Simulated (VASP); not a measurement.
# A VASP study of Sr2MnSi2O7 (LDA + U): structure first, properties next, part 2 of 3

What structure and properties does LDA + U give Sr2MnSi2O7, and how near are they to the measured ones? The start is a cell from a database of measured crystal structures.

VASP 6.6.1; LDA, DFT+U (Mn d 3 eV), spin-polarised from a ferromagnetic start; plane waves and PAW (Sr_sv, Mn_pv, Si, O).

Still holding for the runs below: The magnetic state follows from one typed start and may not be the lowest. Experiment finds antiferromagnetic order in this phase (a transition is listed at 3.4 K, arxiv:2410.22741), so this ferromagnetic run describes another state.

So far, gap on the k-mesh (eV): 2.34 in steps 2, 3 and 4.

## (5) Band structure (LDA + U)

The mesh alone shows little of the dispersion and can miss band extrema, so KPOINTS_OPT adds a path through the symmetry points after the self-consistent cycle.

Input file INCAR:

```
SYSTEM = Sr2MnSi2O7
PREC = Accurate
ENCUT = 520
EDIFF = 1E-06
NELM = 100
ISMEAR = 0
SIGMA = 0.05
LREAL = Auto
ALGO = Fast
GGA = CA
NBANDS = 153
ISPIN = 2
MAGMOM = 0.004 0.004 0.004 0.004 4.477 4.477 0.008 0.008 0.008 0.008 0.003 0.003 0.006 0.006 0.006 0.006 0.038 0.038 0.038 0.038 0.038 0.038 0.038 0.038
LDAU = .TRUE.
LDAUTYPE = 2
LDAUL = -1 2 -1 -1
LDAUU = 0 3 0 0
LDAUJ = 0 0 0 0
LDAUPRINT = 1
LASPH = .TRUE.
LMAXMIX = 4
LORBIT = 11
LWAVE = .FALSE.
LCHARG = .FALSE.
KPAR = 4
NCORE = 2
```

Input file POSCAR:

```
Sr2MnSi2O7
1.0
    8.0304670165      0.0000000000      0.0000000000
    0.0000000000      8.0304670165      0.0000000000
    0.0000000000      0.0000000000      5.0790296646
Sr Mn Si O
4 2 4 14
Direct
    0.3345770917      0.1654229083      0.5063260309
    0.1654229083      0.6654229083      0.4936739691
    0.6654229083      0.8345770917      0.5063260309
    0.8345770917      0.3345770917      0.4936739691
    0.0000000000      0.0000000000      0.0000000000
    0.5000000000      0.5000000000      0.0000000000
    0.1377929865      0.3622070135      0.9396728049
    0.3622070135      0.8622070135      0.0603271951
    0.8622070135      0.6377929865      0.9396728049
    0.6377929865      0.1377929865      0.0603271951
    0.5000000000      0.0000000000      0.1681971946
    0.0000000000      0.5000000000      0.8318028054
    0.1395688079      0.3604311921      0.2550303602
    0.3604311921      0.8604311921      0.7449696398
    0.8604311921      0.6395688079      0.2550303602
    0.6395688079      0.1395688079      0.7449696398
    0.0786485217      0.1935386624      0.7886769092
    0.1935386624      0.9213514783      0.2113230908
    0.9213514783      0.8064613376      0.7886769092
    0.8064613376      0.0786485217      0.2113230908
    0.5786485217      0.3064613376      0.2113230908
    0.6935386624      0.5786485217      0.7886769092
    0.4213514783      0.6935386624      0.2113230908
    0.3064613376      0.4213514783      0.7886769092
```

Input file KPOINTS:

```
Automatic mesh
0
Gamma
3 3 5
0 0 0
```

Input file KPOINTS_OPT:

```
Line mode
12
Line-mode
Reciprocal
  0.00000000   0.00000000   0.00000000 GAMMA
  0.00000000   0.50000000   0.00000000 X

  0.00000000   0.50000000   0.00000000 X
  0.50000000   0.50000000   0.00000000 M

  0.50000000   0.50000000   0.00000000 M
  0.00000000   0.00000000   0.00000000 GAMMA

  0.00000000   0.00000000   0.00000000 GAMMA
  0.00000000   0.00000000   0.50000000 Z

  0.00000000   0.00000000   0.50000000 Z
  0.00000000   0.50000000   0.50000000 R

  0.00000000   0.50000000   0.50000000 R
  0.50000000   0.50000000   0.50000000 A

  0.50000000   0.50000000   0.50000000 A
  0.00000000   0.00000000   0.50000000 Z

  0.00000000   0.50000000   0.00000000 X
  0.00000000   0.50000000   0.50000000 R

  0.50000000   0.50000000   0.00000000 M
  0.50000000   0.50000000   0.50000000 A
```

The projector-augmented-wave data sets are Sr_sv, Mn_pv, Si and O (LDA family, release 64).

Launch:

```console
$ mpirun -np 8 vasp_std
```

It took 16 min on 8 MPI ranks of Intel Xeon 6975P-C (Granite Rapids), shared host; peak memory 6.2 GiB.

Numbers from this step:

```yaml
scf_cycles: 20
bands: 153
fermi_energy: 3.783 eV
pressure: -0.01794 GPa
least_gap_on_mesh_and_path: 2.321 eV
least_direct_gap_on_mesh_and_path: 2.475 eV
valence_top_at_k: 0, 0, 0.5
```

Spin up. The electronic bands at the labelled points (eV, zero at the valence-band top; v1 is the highest filled band, c1 the lowest empty one):

| point | v4 | v3 | v2 | v1 | c1 | c2 | c3 | c4 |
| --- | --- | --- | --- | --- | --- | --- | --- | --- |
| Γ | -0.45 | -0.39 | -0.39 | -0.15 | 2.32 | 4.24 | 4.24 | 4.41 |
| 0.45 of the way | -0.52 | -0.48 | -0.33 | -0.17 | 2.58 | 4.08 | 4.27 | 4.43 |
| X | -0.66 | -0.66 | -0.23 | -0.23 | 3.37 | 3.37 | 4.36 | 4.36 |
| 0.45 of the way | -0.51 | -0.51 | -0.25 | -0.25 | 3.53 | 3.53 | 4.32 | 4.32 |
| M | -0.41 | -0.41 | -0.28 | -0.28 | 3.89 | 3.89 | 4.14 | 4.14 |
| 0.45 of the way | -0.61 | -0.40 | -0.33 | -0.20 | 3.01 | 4.02 | 4.23 | 4.39 |
| Γ | -0.45 | -0.39 | -0.39 | -0.15 | 2.32 | 4.24 | 4.24 | 4.41 |
| 0.45 of the way | -0.51 | -0.40 | -0.40 | -0.10 | 2.88 | 4.48 | 4.48 | 4.55 |
| Z | -0.52 | -0.41 | -0.41 | 0.00 | 4.08 | 4.45 | 4.92 | 4.92 |
| 0.45 of the way | -0.59 | -0.50 | -0.33 | -0.04 | 4.15 | 4.56 | 4.74 | 4.98 |
| R | -0.70 | -0.70 | -0.18 | -0.18 | 4.38 | 4.38 | 4.94 | 4.94 |
| 0.45 of the way | -0.54 | -0.54 | -0.22 | -0.22 | 4.43 | 4.43 | 4.89 | 4.89 |
| A | -0.41 | -0.41 | -0.28 | -0.28 | 4.63 | 4.63 | 4.66 | 4.66 |
| 0.45 of the way | -0.65 | -0.41 | -0.34 | -0.12 | 4.26 | 4.69 | 4.69 | 4.88 |
| Z | -0.52 | -0.41 | -0.41 | 0.00 | 4.08 | 4.45 | 4.92 | 4.92 |
| jump to X | -0.66 | -0.66 | -0.23 | -0.23 | 3.37 | 3.37 | 4.36 | 4.36 |
| 0.55 of the way | -0.69 | -0.69 | -0.21 | -0.21 | 3.82 | 3.82 | 4.74 | 4.74 |
| R | -0.70 | -0.70 | -0.18 | -0.18 | 4.38 | 4.38 | 4.94 | 4.94 |
| jump to M | -0.41 | -0.41 | -0.28 | -0.28 | 3.89 | 3.89 | 4.14 | 4.14 |
| 0.55 of the way | -0.41 | -0.41 | -0.29 | -0.29 | 4.24 | 4.24 | 4.36 | 4.36 |
| A | -0.41 | -0.41 | -0.28 | -0.28 | 4.63 | 4.63 | 4.66 | 4.66 |

Of the projections kept (Sr, Mn, Si, O), the largest for each band there, as a share of the weight inside these atoms' spheres; weight between the spheres isn't counted:

| point | v4 | v3 | v2 | v1 | c1 | c2 | c3 | c4 |
| --- | --- | --- | --- | --- | --- | --- | --- | --- |
| Γ | Mn 0.71 | Mn 0.65 | Mn 0.65 | Mn 0.67 | O 0.61 | Sr 0.50 | Sr 0.50 | Sr 0.55 |
| X | Mn 0.70 | Mn 0.70 | Mn 0.66 | Mn 0.66 | O 0.67 | O 0.67 | Sr 0.55 | Sr 0.55 |
| M | Mn 0.66 | Mn 0.66 | Mn 0.68 | Mn 0.68 | O 0.55 | O 0.55 | O 0.70 | O 0.70 |
| Γ | Mn 0.71 | Mn 0.65 | Mn 0.65 | Mn 0.67 | O 0.61 | Sr 0.50 | Sr 0.50 | Sr 0.55 |
| Z | Mn 0.73 | Mn 0.66 | Mn 0.66 | Mn 0.63 | O 0.69 | Sr 0.45 | Sr 0.49 | Sr 0.49 |
| R | Mn 0.71 | Mn 0.71 | Mn 0.65 | Mn 0.65 | O 0.60 | O 0.60 | Sr 0.52 | Sr 0.52 |

Spin down. The electronic bands at the labelled points (eV, zero at the valence-band top; v1 is the highest filled band, c1 the lowest empty one):

| point | v4 | v3 | v2 | v1 | c1 | c2 | c3 | c4 |
| --- | --- | --- | --- | --- | --- | --- | --- | --- |
| Γ | -2.53 | -2.52 | -2.44 | -2.44 | 2.42 | 3.98 | 4.06 | 4.06 |
| 0.45 of the way | -2.49 | -2.49 | -2.42 | -2.41 | 2.68 | 3.95 | 4.00 | 4.09 |
| X | -2.47 | -2.47 | -2.39 | -2.39 | 3.41 | 3.41 | 4.06 | 4.06 |
| 0.45 of the way | -2.48 | -2.48 | -2.37 | -2.37 | 3.52 | 3.52 | 4.03 | 4.03 |
| M | -2.52 | -2.52 | -2.35 | -2.35 | 3.70 | 3.70 | 4.00 | 4.00 |
| 0.45 of the way | -2.49 | -2.47 | -2.43 | -2.35 | 3.08 | 3.84 | 4.02 | 4.07 |
| Γ | -2.53 | -2.52 | -2.44 | -2.44 | 2.42 | 3.98 | 4.06 | 4.06 |
| 0.45 of the way | -2.44 | -2.36 | -2.31 | -2.31 | 2.96 | 4.04 | 4.12 | 4.13 |
| Z | -2.24 | -2.13 | -2.03 | -2.03 | 3.82 | 4.06 | 4.19 | 4.19 |
| 0.45 of the way | -2.22 | -2.13 | -2.05 | -2.05 | 3.91 | 4.08 | 4.20 | 4.22 |
| R | -2.14 | -2.14 | -2.09 | -2.09 | 4.14 | 4.14 | 4.19 | 4.19 |
| 0.45 of the way | -2.14 | -2.14 | -2.09 | -2.09 | 4.09 | 4.09 | 4.14 | 4.14 |
| A | -2.13 | -2.13 | -2.10 | -2.10 | 4.06 | 4.06 | 4.06 | 4.06 |
| 0.45 of the way | -2.19 | -2.12 | -2.10 | -2.06 | 4.00 | 4.09 | 4.15 | 4.18 |
| Z | -2.24 | -2.13 | -2.03 | -2.03 | 3.82 | 4.06 | 4.19 | 4.19 |
| jump to X | -2.47 | -2.47 | -2.39 | -2.39 | 3.41 | 3.41 | 4.06 | 4.06 |
| 0.55 of the way | -2.31 | -2.31 | -2.24 | -2.24 | 3.80 | 3.80 | 4.12 | 4.12 |
| R | -2.14 | -2.14 | -2.09 | -2.09 | 4.14 | 4.14 | 4.19 | 4.19 |
| jump to M | -2.52 | -2.52 | -2.35 | -2.35 | 3.70 | 3.70 | 4.00 | 4.00 |
| 0.55 of the way | -2.28 | -2.28 | -2.26 | -2.26 | 3.90 | 3.90 | 4.07 | 4.07 |
| A | -2.13 | -2.13 | -2.10 | -2.10 | 4.06 | 4.06 | 4.06 | 4.06 |

Of the projections kept (Sr, Mn, Si, O), the largest for each band there, as a share of the weight inside these atoms' spheres; weight between the spheres isn't counted:

| point | v4 | v3 | v2 | v1 | c1 | c2 | c3 | c4 |
| --- | --- | --- | --- | --- | --- | --- | --- | --- |
| Γ | O 0.95 | O 0.93 | O 0.94 | O 0.94 | O 0.59 | Mn 0.81 | Mn 0.68 | Mn 0.68 |
| X | O 0.94 | O 0.94 | O 0.96 | O 0.96 | O 0.59 | O 0.59 | Mn 0.85 | Mn 0.85 |
| M | O 0.94 | O 0.94 | O 0.96 | O 0.96 | Mn 0.50 | Mn 0.50 | Mn 0.73 | Mn 0.73 |
| Γ | O 0.95 | O 0.93 | O 0.94 | O 0.94 | O 0.59 | Mn 0.81 | Mn 0.68 | Mn 0.68 |
| Z | O 0.94 | O 0.96 | O 0.96 | O 0.96 | Mn 0.62 | Mn 0.85 | Mn 0.80 | Mn 0.80 |
| R | O 0.96 | O 0.96 | O 0.96 | O 0.96 | Mn 0.93 | Mn 0.93 | Mn 0.74 | Mn 0.74 |

The path finds the gap of the mesh within 0.02 eV, so the mesh comes close to both band edges.

## (6) Density of states (LDA + U)

A density of states needs more k-points than a total energy, and tetrahedra (ISMEAR = -5) or a smearing that fits the mesh; LORBIT projects the states on the PAW spheres. The mesh is finer than in the run before.

INCAR: that of step 5 with these lines changed.

```diff
@@ -5,3 +5,3 @@
 NELM = 100
-ISMEAR = 0
+ISMEAR = -5
 SIGMA = 0.05
@@ -24,3 +24,3 @@
 LCHARG = .FALSE.
-KPAR = 4
-NCORE = 2
+KPAR = 8
+NEDOS = 2001
```

POSCAR is that of step 5.

Input file KPOINTS:

```
Automatic mesh
0
Gamma
4 4 7
0 0 0
```

Launch:

```console
$ mpirun -np 8 vasp_std
```

Run time: 5.6 min. Hardware: 8 MPI ranks; peak memory 11 GiB; 45 min of CPU time.

This step gave:

```
irreducible k-points           : 24
Fermi energy                   : 3.543 eV
pressure                       : -0.01795 GPa
valence top at k               : 0, 0, 0.4286
gap on the k-mesh              : 2.331 eV
least direct gap on the k-mesh : 2.475 eV
```

The density of states has structure finer than the step of the table below, so its rows give means over 0.5 eV, whole bins alone (the curve runs from -11.9 to 5.09 eV). Peaks (eV: height): total down -9.18: 14.4, -5.88: 16.0, -2.36: 20.7, 4.35: 21.2; total up -6.84: 13.3, -6.20: 14.4, -4.39: 13.0, -2.58: 16.9; O p up -6.20: 7.04, -4.92: 6.22, -4.39: 6.59, -2.58: 10.5; O p down -5.88: 8.27, -4.92: 7.68, -3.32: 8.14, -2.36: 14.1; Mn d up -1.51: 7.27, -1.19: 6.10, -0.77: 5.34, -0.23: 4.80.

States under -11.9 eV and over 5.1 eV are left out. The density of states by energy, zero at the valence-band top; means over each step; 7 of 21 lines; values in states/eV/cell:

| energy (eV) | total down | total up | O p up | O p down | Mn d up | Mn d down | Sr d up |
| --- | --- | --- | --- | --- | --- | --- | --- |
| -10.0 | 0 | 0 | 0 | 0 | 0 | 0 | 0 |
| -9.5 | 0.520 | 1.42 | 0.676 | 0.250 | 0.0146 | 0.00186 | 0.00227 |
| -9.0 | 3.48 | 2.58 | 1.23 | 1.68 | 0.0267 | 0.0131 | 0.00303 |
| -8.5 | 0 | 0 | 0 | 0 | 0 | 0 | 0 |
| -8.0 | 0 | 0 | 0 | 0 | 0 | 0 | 0 |
| -7.5 | 0 | 0 | 0 | 0 | 0 | 0 | 0 |
| -7.0 | 0.410 | 3.62 | 1.60 | 0.182 | 0.214 | 0.00300 | 0.0110 |
| -6.5 | 4.39 | 3.56 | 1.69 | 2.01 | 0.157 | 0.0466 | 0.0314 |
| -6.0 | 10.5 | 8.86 | 4.41 | 5.33 | 0.344 | 0.0853 | 0.0637 |
| -5.5 | 2.12 | 5.81 | 2.83 | 1.10 | 0.578 | 0.0239 | 0.0330 |
| -5.0 | 7.23 | 7.03 | 3.40 | 3.89 | 0.682 | 0.0997 | 0.0466 |
| -4.5 | 7.32 | 10.6 | 5.30 | 4.03 | 1.53 | 0.0884 | 0.0672 |
| -4.0 | 7.94 | 9.51 | 5.01 | 4.64 | 1.14 | 0.107 | 0.0695 |
| -3.5 | 11.4 | 8.03 | 4.72 | 7.10 | 0.576 | 0.303 | 0.0851 |
| -3.0 | 10.2 | 8.87 | 5.35 | 6.60 | 0.536 | 0.197 | 0.145 |
| -2.5 | 15.2 | 13.5 | 8.49 | 10.1 | 0.641 | 0.130 | 0.137 |
| -2.0 | 3.29 | 0.564 | 0.370 | 2.26 | 0.0219 | 0.0349 | 0.00294 |
| -1.5 | 0 | 5.55 | 1.14 | 0 | 3.69 | 0 | 0.0279 |
| -1.0 | 0 | 5.66 | 1.27 | 0 | 3.54 | 0 | 0.0295 |
| -0.5 | 0 | 6.53 | 1.67 | 0 | 3.77 | 0 | 0.0265 |
| 0.0 | 0 | 2.26 | 0.636 | 0 | 1.23 | 0 | 0.0120 |
| 0.5 | 0 | 0 | 0 | 0 | 0 | 0 | 0 |
| 1.0 | 0 | 0 | 0 | 0 | 0 | 0 | 0 |
| 1.5 | 0 | 0 | 0 | 0 | 0 | 0 | 0 |
| 2.0 | 0 | 3.0e-5 | 0 | 0 | 0 | 0 | 0 |
| 2.5 | 0.0432 | 0.0831 | 0.00692 | 0.00310 | 1.1e-4 | 4.5e-4 | 0.00167 |
| 3.0 | 0.379 | 0.393 | 0.0448 | 0.0381 | 8.1e-4 | 0.0127 | 0.0127 |
| 3.5 | 1.15 | 0.852 | 0.121 | 0.138 | 0.00235 | 0.161 | 0.0491 |
| 4.0 | 9.38 | 1.73 | 0.269 | 0.676 | 0.00487 | 5.18 | 0.165 |
| 4.5 | 14.3 | 4.20 | 0.616 | 1.14 | 0.0130 | 7.81 | 0.708 |

The gap on this mesh is 2.33 eV. In the top eV of the valence band the largest shares in the PAW spheres are Mn d 58 % and O p 25 %. The rest lies in smaller channels or between the spheres.

## (7) Field gradients at the nuclei (LDA + U)

Field gradients probe how far the charge around each nucleus departs from cubic symmetry; LASPH keeps the non-spherical terms inside the spheres.

INCAR: that of step 6 with these lines changed.

```diff
@@ -3,5 +3,5 @@
 ENCUT = 520
-EDIFF = 1E-06
+EDIFF = 1E-07
 NELM = 100
-ISMEAR = -5
+ISMEAR = 0
 SIGMA = 0.05
@@ -10,3 +10,3 @@
 GGA = CA
-NBANDS = 153
+NBANDS = 125
 ISPIN = 2
@@ -24,3 +24,4 @@
 LCHARG = .FALSE.
-KPAR = 8
-NEDOS = 2001
+KPAR = 4
+NCORE = 2
+LEFG = .TRUE.
```

POSCAR is that of step 6.

Input file KPOINTS:

```
Automatic mesh
0
Gamma
3 3 5
0 0 0
```

Launch:

```console
$ mpirun -np 8 vasp_std
```

Run time: 5.9 min. Hardware: 8 MPI ranks; peak memory 3.4 GiB; 47 min of CPU time.

This step gave:

* SCF cycles: 72
* bands: 125
* irreducible k-points: 9
* Fermi energy: 3.823 eV
* pressure: -0.03065 GPa
* valence top at k: 0, 0, 0.4
* gap on the k-mesh: 2.339 eV

Electric field gradients, by row:

| atom | Vxx (V/Å²) | Vyy (V/Å²) | Vzz (V/Å²) | asymmetry |
| --- | --- | --- | --- | --- |
| Sr1 | 43.8 | 18.79 | -62.59 | 0.4 |
| Sr2 | 43.8 | 18.79 | -62.59 | 0.4 |
| Sr3 | 43.8 | 18.79 | -62.59 | 0.4 |
| Sr4 | 43.8 | 18.79 | -62.59 | 0.4 |
| Mn5 | -15.11 | -15.11 | 30.23 | 0 |
| Mn6 | -15.11 | -15.11 | 30.23 | 0 |
| Si7 | -35.21 | -1.534 | 36.74 | 0.916 |
| Si8 | -35.21 | -1.534 | 36.74 | 0.916 |
| Si9 | -35.21 | -1.534 | 36.74 | 0.916 |
| Si10 | -35.21 | -1.534 | 36.74 | 0.916 |
| O11 | -38.58 | -21.39 | 59.97 | 0.287 |
| O12 | -38.58 | -21.39 | 59.97 | 0.287 |
| O13 | -18 | -15.77 | 33.77 | 0.066 |
| O14 | -18 | -15.77 | 33.77 | 0.066 |
| O15 | -18 | -15.77 | 33.77 | 0.066 |
| O16 | -18 | -15.77 | 33.77 | 0.066 |
| O17 | -23.94 | -12.25 | 36.19 | 0.323 |
| O18 | -23.94 | -12.25 | 36.19 | 0.323 |
| O19 | -23.94 | -12.25 | 36.19 | 0.323 |
| O20 | -23.94 | -12.25 | 36.19 | 0.323 |
| O21 | -23.94 | -12.25 | 36.19 | 0.323 |
| O22 | -23.94 | -12.25 | 36.19 | 0.323 |
| O23 | -23.94 | -12.25 | 36.19 | 0.323 |
| O24 | -23.94 | -12.25 | 36.19 | 0.323 |

The largest gradient, -62.59 V/Å², sits on Sr1 and like sites; times the quadrupole moment of a nucleus that has one, it gives the coupling that NMR and NQR see.

## (8) Volume scan with LDA + U, volume scale 0.94

An equation of state needs energies on both sides of the minimum, all on one mesh and cutoff.

INCAR: that of step 7 with these lines changed.

```diff
@@ -3,3 +3,3 @@
 ENCUT = 520
-EDIFF = 1E-07
+EDIFF = 1E-06
 NELM = 100
@@ -26,2 +26,2 @@
 NCORE = 2
-LEFG = .TRUE.
+ISIF = 2
```

POSCAR: that of step 7 with these lines changed.

```diff
@@ -2,5 +2,5 @@
 1.0
-    8.0304670165      0.0000000000      0.0000000000
-    0.0000000000      8.0304670165      0.0000000000
-    0.0000000000      0.0000000000      5.0790296646
+    7.8665339359      0.0000000000      0.0000000000
+    0.0000000000      7.8665339359      0.0000000000
+    0.0000000000      0.0000000000      4.9753469052
 Sr Mn Si O
```

KPOINTS is that of step 7.

Launch:

```console
$ mpirun -np 8 vasp_std
```

Elapsed: 4 min, on 8 MPI ranks; peak memory 3.4 GiB; 32 min of CPU time.

The scan keeps the cell's shape and the fractional positions fixed.

Numbers from this step:

| Property | Result |
| --- | --- |
| SCF cycles | 50 |
| free energy (TOTEN) | -195.6059 eV |
| Fermi energy | 4.557 eV |
| pressure | 10.16 GPa |
| gap on the k-mesh | 2.341 eV |
| least direct gap on the k-mesh | 2.487 eV |

Force by atom:

| atom | x (eV/Å) | y (eV/Å) | z (eV/Å) | size |
| --- | --- | --- | --- | --- |
| Sr1 | 0.06 | -0.06 | 0.00 | 0.09 |
| Sr2 | -0.06 | -0.06 | 0.00 | 0.09 |
| Sr3 | -0.06 | 0.06 | 0.00 | 0.09 |
| Sr4 | 0.06 | 0.06 | 0.00 | 0.09 |
| Mn5 | 0.00 | 0.00 | 0.00 | 0.00 |
| Mn6 | 0.00 | 0.00 | 0.00 | 0.00 |
| Si7 | 0.00 | 0.00 | 0.06 | 0.06 |
| Si8 | 0.00 | 0.00 | -0.06 | 0.06 |
| Si9 | 0.00 | 0.00 | 0.06 | 0.06 |
| Si10 | 0.00 | 0.00 | -0.06 | 0.06 |
| O11 | 0.00 | 0.00 | 0.35 | 0.35 |
| O12 | 0.00 | 0.00 | -0.35 | 0.35 |
| O13 | -0.01 | 0.01 | 1.15 | 1.15 |
| O14 | 0.01 | 0.01 | -1.15 | 1.15 |
| O15 | 0.01 | -0.01 | 1.15 | 1.15 |
| O16 | -0.01 | -0.01 | -1.15 | 1.15 |
| O17 | -0.28 | -0.69 | -0.64 | 0.98 |
| O18 | -0.69 | 0.28 | 0.64 | 0.98 |
| O19 | 0.28 | 0.69 | -0.64 | 0.98 |
| O20 | 0.69 | -0.28 | 0.64 | 0.98 |
| O21 | -0.28 | 0.69 | 0.64 | 0.98 |
| O22 | -0.69 | -0.28 | -0.64 | 0.98 |
| O23 | 0.28 | -0.69 | 0.64 | 0.98 |
| O24 | 0.69 | 0.28 | -0.64 | 0.98 |

The pressure here is 10.16 GPa.

## (9) Volume scan with LDA + U, volume scale 0.96

INCAR is that of step 8.

POSCAR: that of step 8 with these lines changed.

```diff
@@ -2,5 +2,5 @@
 1.0
-    7.8665339359      0.0000000000      0.0000000000
-    0.0000000000      7.8665339359      0.0000000000
-    0.0000000000      0.0000000000      4.9753469052
+    7.9219338874      0.0000000000      0.0000000000
+    0.0000000000      7.9219338874      0.0000000000
+    0.0000000000      0.0000000000      5.0103857139
 Sr Mn Si O
```

KPOINTS is that of step 8.

Launch:

```console
$ mpirun -np 8 vasp_std
```

The job ended after 4.1 min (8 MPI ranks; peak memory 3.3 GiB; 33 min of CPU time).

Numbers from this step:

* SCF cycles: 52
* free energy (TOTEN): -195.9525 eV
* Fermi energy: 4.227 eV
* pressure: 6.404 GPa
* gap on the k-mesh: 2.343 eV
* least direct gap on the k-mesh: 2.485 eV

Force by atom:

| atom | x (eV/Å) | y (eV/Å) | z (eV/Å) | size |
| --- | --- | --- | --- | --- |
| Sr1 | 0.039 | -0.039 | -0.006 | 0.056 |
| Sr2 | -0.039 | -0.039 | 0.006 | 0.056 |
| Sr3 | -0.039 | 0.039 | -0.006 | 0.056 |
| Sr4 | 0.039 | 0.039 | 0.006 | 0.056 |
| Mn5 | 0.000 | 0.000 | 0.000 | 0.000 |
| Mn6 | 0.000 | 0.000 | 0.000 | 0.000 |
| Si7 | 0.000 | 0.000 | 0.038 | 0.038 |
| Si8 | 0.000 | 0.000 | -0.038 | 0.038 |
| Si9 | 0.000 | 0.000 | 0.038 | 0.038 |
| Si10 | 0.000 | 0.000 | -0.038 | 0.038 |
| O11 | 0.000 | 0.000 | 0.228 | 0.228 |
| O12 | 0.000 | 0.000 | -0.228 | 0.228 |
| O13 | -0.003 | 0.003 | 0.735 | 0.735 |
| O14 | 0.003 | 0.003 | -0.735 | 0.735 |
| O15 | 0.003 | -0.003 | 0.735 | 0.735 |
| O16 | -0.003 | -0.003 | -0.735 | 0.735 |
| O17 | -0.185 | -0.442 | -0.412 | 0.632 |
| O18 | -0.442 | 0.185 | 0.412 | 0.632 |
| O19 | 0.185 | 0.442 | -0.412 | 0.632 |
| O20 | 0.442 | -0.185 | 0.412 | 0.632 |
| O21 | -0.185 | 0.442 | 0.412 | 0.632 |
| O22 | -0.442 | -0.185 | -0.412 | 0.632 |
| O23 | 0.185 | -0.442 | 0.412 | 0.632 |
| O24 | 0.442 | 0.185 | -0.412 | 0.632 |

The pressure falls from 10.16 to 6.40 GPa.

The run ends at a pressure of 6.40 GPa, with forces up to 0.74 eV/Å.

## (10) Volume scan with LDA + U, volume scale 0.98

INCAR is that of step 9.

POSCAR: that of step 9 with these lines changed.

```diff
@@ -2,5 +2,5 @@
 1.0
-    7.9219338874      0.0000000000      0.0000000000
-    0.0000000000      7.9219338874      0.0000000000
-    0.0000000000      0.0000000000      5.0103857139
+    7.9765696408      0.0000000000      0.0000000000
+    0.0000000000      7.9765696408      0.0000000000
+    0.0000000000      0.0000000000      5.0449411901
 Sr Mn Si O
```

KPOINTS is that of step 9.

Launch:

```console
$ mpirun -np 8 vasp_std
```

Elapsed: 3.6 min, on 8 MPI ranks; peak memory 3.4 GiB.

The pressure falls from 6.40 to 3.00 GPa.

The run ends at a pressure of 3.00 GPa, with forces up to 0.35 eV/Å.

## (11) Volume scan with LDA + U, volume scale 1

INCAR is that of step 10.

POSCAR: that of step 10 with these lines changed.

```diff
@@ -2,5 +2,5 @@
 1.0
-    7.9765696408      0.0000000000      0.0000000000
-    0.0000000000      7.9765696408      0.0000000000
-    0.0000000000      0.0000000000      5.0449411901
+    8.0304670165      0.0000000000      0.0000000000
+    0.0000000000      8.0304670165      0.0000000000
+    0.0000000000      0.0000000000      5.0790296646
 Sr Mn Si O
```

KPOINTS is that of step 10.

Launch:

```console
$ mpirun -np 8 vasp_std
```

It took 3.8 min on 8 MPI ranks; peak memory 3.5 GiB; 31 min of CPU time.

The pressure falls from 3.00 to -0.01 GPa.

The run ends at a pressure of -0.01 GPa, with forces up to 0.0082 eV/Å.

## (12) Volume scan with LDA + U, volume scale 1.02

INCAR is that of step 11.

POSCAR: that of step 11 with these lines changed.

```diff
@@ -2,5 +2,5 @@
 1.0
-    8.0304670165      0.0000000000      0.0000000000
-    0.0000000000      8.0304670165      0.0000000000
-    0.0000000000      0.0000000000      5.0790296646
+    8.0836504672      0.0000000000      0.0000000000
+    0.0000000000      8.0836504672      0.0000000000
+    0.0000000000      0.0000000000      5.1126666029
 Sr Mn Si O
```

KPOINTS is that of step 11.

Launch:

```console
$ mpirun -np 8 vasp_std
```

It took 3.9 min on 8 MPI ranks; peak memory 3.5 GiB; 31 min of CPU time.

The pressure falls from -0.01 to -2.79 GPa.

The run ends at a pressure of -2.79 GPa, with forces up to 0.34 eV/Å.

[end of part 2 of 3]

[Lines on the potential files, build, host, timing and source positions are cut from VASP's logs without a mark.]

[Logs are printed without paths, hosts, clocks, repeated set-up lines and the standing remarks that a program may print on its own settings, such as how far it seeks lower states.]

[Hosts, paths, dates, database ids (printed as entryN), source tags and the programs' standing remarks are cut or masked in the printed files.]

[A measured line is paired with the nearest computed mode of its activity, which favours agreement.]

[In band tables of VASP the shares of atoms and orbitals are scaled to a sum of 1 inside the atoms' spheres.]
